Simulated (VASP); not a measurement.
Calculation: HSEsol screened hybrid, VASP's PBE PAW potentials (set 64) (plane waves; VASP).

Input for VASP

### KPOINTS
```
Regular mesh
0
G
  8 8 8
0 0 0
```

POSCAR:
```
BP
3.2465450
  0.0000000000   0.7071067616   0.7071067616
  0.7071067616   0.0000000000   0.7071067616
  0.7071067616   0.7071067616   0.0000000000
B P
1 1
direct
  0.0000000000   0.0000000000   0.0000000000
  0.2500000000   0.2500000000   0.2500000000
```

**INCAR**
```
AEXX=0.25
ALGO=Normal
EDIFF=1E-6
ENCUT=520
GGA=PS
HFSCREEN=0.2
ISIF=2
ISMEAR=0
ISYM=3
LASPH=.TRUE.
LCHARG=.FALSE.
LHFCALC=.TRUE.
LREAL=.FALSE.
LWAVE=.FALSE.
NELM=60
PREC=Accurate
PRECFOCK=Fast
SIGMA=0.05
SYSTEM=BP
```

POTCAR, in this order: B P (PBE.64 set). Program: vasp_std. Read from the step before: WAVECAR.

Estimate the energy per atom (σ→0), pressure.

| Quantity | Value |
|---|---|
| energy per atom (σ→0) | -7.665 eV/atom |
| pressure | -9.31 GPa |

File OSZICAR:
```
...
DAV:   3    -0.153300350830E+02    0.50324E-03   -0.71234E-04   584   0.186E-01    0.462E-01
DAV:   4    -0.153299065703E+02    0.12851E-03   -0.16112E-04   560   0.941E-02    0.255E-01
DAV:   5    -0.153298637912E+02    0.42779E-04   -0.28872E-05   608   0.429E-02    0.138E-01
DAV:   6    -0.153298495828E+02    0.14208E-04   -0.88702E-06   616   0.227E-02    0.736E-02
DAV:   7    -0.153298451815E+02    0.44012E-05   -0.24913E-06   552   0.125E-02    0.391E-02
DAV:   8    -0.153298437456E+02    0.14359E-05   -0.61167E-07   304   0.711E-03    0.213E-02
DAV:   9    -0.153298432832E+02    0.46247E-06   -0.23118E-07   288   0.445E-03
   1 F= -.15329843E+02 E0= -.15329843E+02  d E =-.190553E-13
```

The compound is BP in the zinc blende structure. This cell is one point of a volume scan, at 1.03 of the reference volume. The cell's shape comes from a PBE relaxation.
